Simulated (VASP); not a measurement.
Data:

```xyz
5
Lattice="5.7470 0.0000 0.0000 0.0000 5.7470 0.0000 0.0000 0.0000 5.7470" Properties=species:S:1:pos:R:3 pbc="T T T"
Cs     0.0000     0.0000     0.0000
Pb     2.8735     2.8735     2.8735
Cl     2.8735     0.0000     2.8735
Cl     0.0000     2.8735     2.8735
Cl     2.8735     2.8735     0.0000
```

All values below come from vdW-DF-cx, VASP's PBE PAW potentials (set 64) (plane waves; VASP). Run with 520 eV cut-off, 4×4×4 Γ-centred mesh, Gaussian smearing of 0.050 eV, potentials Cs_sv Pb_d Cl.

Q: Give the stress tensor in GPa (positive for a compressed cell).

A: 
```
-1.19   0.00   0.00
 0.00  -1.19   0.00
 0.00   0.00  -1.19
```
The pressure is its mean diagonal, -1.19 GPa.

The compound is CsPbCl3 in the cubic perovskite structure, the ideal cubic form; the compound distorts at low or room temperature. This cell is one point of a volume scan, at 1.06 of the reference volume.
